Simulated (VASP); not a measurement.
Data:

```yaml
crystal:
  lattice:
    - [0.00000, 2.61339, 2.61339]
    - [2.61339, 0.00000, 2.61339]
    - [2.61339, 2.61339, 0.00000]
  atoms:
    - { symbol: Be, position: [0.00000, 0.00000, 0.00000] }
    - { symbol: Se, position: [0.25000, 0.25000, 0.25000] }
```

Calculation: RPBE GGA, VASP's PBE PAW potentials (set 64) (plane waves; VASP). Settings: 520 eV cut-off, Gaussian smearing of 0.050 eV, potentials Be Se.

Task: Give the energies of bands 2 to 7 at the high-symmetry points, in eV from the valence-band maximum.

Result: 
| band | Γ | X | U | L | W |
|---|---|---|---|---|---|
| 2 | 0.00 | -4.83 | -4.44 | -5.38 | -4.22 |
| 3 | 0.00 | -2.48 | -3.73 | -1.00 | -3.53 |
| 4 | 0.00 | -2.48 | -2.06 | -1.00 | -3.04 |
| 5 | 4.15 | 2.84 | 3.88 | 4.24 | 6.19 |
| 6 | 5.06 | 4.28 | 6.80 | 6.00 | 7.04 |
| 7 | 5.06 | 11.41 | 9.51 | 6.00 | 7.46 |

The gap is indirect, 2.84 eV, from the valence maximum at Γ to the conduction minimum at X.

Measured: gap 4.00 eV (computed value off by -1.16 eV), as given by Das et al., (2018), arXiv:1807.05623.

The compound is BeSe in the zinc blende structure. It was relaxed first, which changed the volume by +5 %.
